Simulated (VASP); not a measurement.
**RuS₂ (pyrite): computed properties**

Calculation: PBEsol GGA, VASP's PBE PAW potentials (set 64) (plane waves; VASP).

| Quantity | Result |
|---|---|
| space group | Pa-3 (205) |
| cell | a = 5.5788 Å, b = 5.5788 Å, c = 5.5788 Å, α = 90.00°, β = 90.00°, γ = 90.00° |
| volume per atom | 14.47 Å³/atom |
| band gap (over mesh and band path) | 0.50 eV |
| smallest direct gap (over mesh and band path) | 0.77 eV |
| band-edge character | indirect, Γ-X at 0.91 to Γ |
| density | 6.32 g/cm³ |

```cif
data_Ru4S8
_chemical_formula_sum 'Ru4 S8'
_space_group_name_H-M_alt 'P 1'
_space_group_IT_number 1
_cell_length_a 5.57882
_cell_length_b 5.57882
_cell_length_c 5.57882
_cell_angle_alpha 90.000
_cell_angle_beta 90.000
_cell_angle_gamma 90.000
loop_
_space_group_symop_operation_xyz
  'x, y, z'
loop_
_atom_site_label
_atom_site_type_symbol
_atom_site_fract_x
_atom_site_fract_y
_atom_site_fract_z
_atom_site_occupancy
Ru1 Ru 0.00000 0.50000 0.50000 1
Ru2 Ru 0.50000 0.00000 0.50000 1
Ru3 Ru 0.00000 0.00000 0.00000 1
Ru4 Ru 0.50000 0.50000 0.00000 1
S1 S 0.61346 0.88654 0.11346 1
S2 S 0.11346 0.61346 0.88654 1
S3 S 0.61346 0.61346 0.61346 1
S4 S 0.38654 0.38654 0.38654 1
S5 S 0.88654 0.11346 0.61346 1
S6 S 0.88654 0.38654 0.11346 1
S7 S 0.11346 0.88654 0.38654 1
S8 S 0.38654 0.11346 0.88654 1
```

Measured: a 5.610 Å (computed value off by -0.6 %), as given by Wikipedia, Laurite. The calculation is for a static lattice, while the measured a holds thermal and zero-point effects, which are part of the difference.

The compound is RuS2 in the pyrite structure. It was relaxed first. Symmetry was kept, so distortions that lower it aren't found.
